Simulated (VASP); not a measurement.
Runs of VASP 6.6.1 on Ag. Symmetry: Fm-3m, No. 225, cubic system. Conventional cell: a = 4.085 Å, b = 4.085 Å, c = 4.085 Å, α = 90.00°, β = 90.00°, γ = 90.00°. Around Ag (site symmetry m-3m) lie 12 Ag at 2.89 Å. 

```tsv
level	potentials or basis	gap on the mesh (eV)	pressure (GPa)	relaxed volume (Å³/atom)
PBE+D3(BJ)	VASP PAW PBE potentials, release 64 (Ag)	none	0.0	16.86
PBEsol	VASP PAW PBE potentials, release 64 (Ag)	none	0.0	16.63
LDA	VASP PAW LDA potentials, release 64 (Ag)	none	-0.1	16.05
PBE	VASP PAW PBE potentials, release 64 (Ag)	none	0.0	(a)
```

Alike in all rows: task relaxation of cell and atoms; no spin polarisation; cell relaxed; k mesh 18 × 18 × 18; cutoff (eV) 600; smearing methfessel-paxton 0.1 eV.

Task: Fill in the values left out.

Result: (a) 17.80.

Caveats: pairwise dispersion overbinds metals, which lowers pressure and volume (some runs); the PAW data sets were made with another functional, which shifts forces and pressure a little (some runs).

A k mesh can miss the band edges, and the runs leave out spin-orbit coupling on Ag.

A gap of «none» marks a metal or a gap under the smearing width.

Not every run made on this cell is shown here.
